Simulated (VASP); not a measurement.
Here is the system:

```xyz
4
Lattice="3.5012 0.0000 0.0000 -1.7506 3.0322 0.0000 0.0000 0.0000 5.4282" Properties=species:S:1:pos:R:3 pbc="T T T"
Rh     0.0000     0.0000     0.0000
Rh     0.0000     0.0000     2.7141
Si     0.0000     2.0214     1.3570
Si     1.7506     1.0107     4.0711
```

Calculation: PBEsol GGA, VASP's PBE PAW potentials (set 64) (plane waves; VASP). Settings: 400 eV cut-off, Gaussian smearing of 0.050 eV, potentials Rh_pv Si.

### Question
Predict the band gap (along the path) with the smallest direct gap where there is one.

### Answer

| Property | Value |
|---|---|
| band gap (along the path) | none (metal, semimetal or under 0.01 eV) |

The absolute energy has meaning only against runs of the same code, potentials and settings.

The structure was generated: RhSi was put into the NiAs type type (P6_3/mmc), which need not be its known phase. It was relaxed first, which changed the volume by -27 %.
